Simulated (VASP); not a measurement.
RuSe (relaxed from the zinc blende structure, space group F-43m): computed properties

These are PBE GGA, VASP's PBE PAW potentials (set 64) (plane waves; VASP) values and carry that method's errors.

For RuSe, the space group comes out as F-43m (216). The cell comes out as a = b = c = 5.500 Å, α = β = γ = 90.00°. The volume per atom comes out as 20.80 Å³/atom, the band gap (over mesh and band path) comes out as none (metal, semimetal or under 0.01 eV) and the density is 7.19 g/cm³.

```yaml
crystal:
  lattice:
    - [0.00000, 2.75015, 2.75015]
    - [2.75015, 0.00000, 2.75015]
    - [2.75015, 2.75015, 0.00000]
  atoms:
    - { symbol: Ru, position: [0.00000, 0.00000, 0.00000] }
    - { symbol: Se, position: [0.25000, 0.25000, 0.25000] }
```

The structure was generated: RuSe was put into the zinc blende type (F-43m), which need not be its known phase. It was relaxed first, which changed the volume by -28 %. Symmetry was kept, so distortions that lower it aren't found.
